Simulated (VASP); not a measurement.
These are PBE GGA, VASP's PBE PAW potentials (set 64) (plane waves; VASP 6.6.1) values and carry that method's errors.

Input for VASP

File KPOINTS:
```
Automatic mesh
0
Gamma
 10 10 3
0 0 0
```

**INCAR**
```
# general
SYSTEM  = ZnO
PREC    = Accurate
ENCUT   = 400   # plane-wave cut-off (eV)
LREAL   = .False.   # projection in real space or not
LASPH   = .True.

# electronic loop
EDIFF   = 1E-6   # SCF stop (eV)
NELM    = 100   # most electronic steps
ALGO    = Normal   # blocked Davidson
LMAXMIX = 4

# smearing
ISMEAR  = 0
SIGMA   = 0.1

# functional
GGA     = PE   # PBE

# ions
ISIF    = 2   # forces and stress, cell fixed

# output
LWAVE   = .False.
LCHARG  = .False.
```

File POSCAR:
```
ZnO
1
    3.1499730000     0.0000000000     0.0000000000
   -1.5749870000     2.7279570000     0.0000000000
    0.0000000000     0.0000000000    10.3122040000
Zn O
4 4
Direct
  0.0000000000   0.0000000000   0.0000000000
  0.0000000000   0.0000000000   0.5000000000
  0.6666670000   0.3333330000   0.7501800000
  0.3333330000   0.6666670000   0.2501800000
  0.0000000000   0.0000000000   0.8121600000
  0.0000000000   0.0000000000   0.3121600000
  0.6666670000   0.3333330000   0.5632900000
  0.3333330000   0.6666670000   0.0632900000
```

POTCAR, in this order: Zn O (PBE.64 set). Program: vasp_std.

Output of the run:

### OSZICAR
```
       N       E                     dE             d eps       ncg     rms          rms(c)
DAV:   1     0.680340120309E+03    0.68034E+03   -0.30747E+04  2432   0.211E+03
DAV:   2     0.546262161482E+02   -0.62571E+03   -0.60173E+03  2552   0.488E+02
DAV:   3    -0.378023752347E+02   -0.92429E+02   -0.91368E+02  2547   0.189E+02
DAV:   4    -0.415632527099E+02   -0.37609E+01   -0.37415E+01  2807   0.401E+01
DAV:   5    -0.416006332846E+02   -0.37381E-01   -0.37342E-01  2708   0.407E+00    0.239E+01
DAV:   6    -0.348303843941E+02    0.67702E+01   -0.22520E+01  3820   0.708E+01    0.150E+01
DAV:   7    -0.352657983249E+02   -0.43541E+00   -0.60660E+00  2543   0.197E+01    0.837E+00
DAV:   8    -0.353008528926E+02   -0.35055E-01   -0.16024E+00  3442   0.930E+00    0.253E+00
DAV:   9    -0.351786483930E+02    0.12220E+00   -0.40629E-01  3863   0.883E+00    0.438E-01
DAV:  10    -0.351867264197E+02   -0.80780E-02   -0.11586E-01  2528   0.204E+00    0.254E-01
DAV:  11    -0.351862462609E+02    0.48016E-03   -0.25850E-03  2708   0.470E-01    0.983E-02
DAV:  12    -0.351862678901E+02   -0.21629E-04   -0.43594E-04  3327   0.421E-01    0.400E-02
DAV:  13    -0.351862923494E+02   -0.24459E-04   -0.11600E-04  2747   0.903E-02    0.165E-02
DAV:  14    -0.351862963383E+02   -0.39890E-05   -0.48770E-06  2388   0.506E-02    0.140E-02
DAV:  15    -0.351862940368E+02    0.23016E-05   -0.90663E-06  2792   0.231E-02    0.373E-03
DAV:  16    -0.351862936331E+02    0.40366E-06   -0.16668E-06  1680   0.971E-03
   1 F= -.35186294E+02 E0= -.35186294E+02  d E =-.403106E-10
```

OUTCAR:
```
------------------------ aborting loop because EDIFF is reached ----------------------------------------
  FORCE on cell =-STRESS in cart. coord.  units (eV):
  Direction    XX          YY          ZZ          XY          YZ          ZX
  --------------------------------------------------------------------------------------
  Total        7.7766194      7.7766215      7.3255378     -0.0000014      0.0000000      0.0000000
  in kB      140.6065590    140.6065962    132.4506972     -0.0000258      0.0000000      0.0000000
  external PRESSURE =     137.8879508 kB  Pullay stress =       0.0000000 kB
  volume of cell :       88.61
      direct lattice vectors                 reciprocal lattice vectors
     3.149973000  0.000000000  0.000000000     0.317463039  0.183287405  0.000000000
    -1.574987000  2.727957000  0.000000000     0.000000000  0.366574693  0.000000000
     0.000000000  0.000000000 10.312204000     0.000000000  0.000000000  0.096972480
  FREE ENERGIE OF THE ION-ELECTRON SYSTEM (eV)
  ---------------------------------------------------
  free  energy   TOTEN  =       -35.1862936331 eV

  energy  without entropy=      -35.1862936331  energy(sigma->0) =      -35.18629363
```
(Selected blocks of OUTCAR.)

At this cut-off the stress carries a Pulay error, which pulls relaxed volumes low.

The structure was generated: ZnO was put into an ordered model structure, which need not be its known phase. The cell was not relaxed at this level.
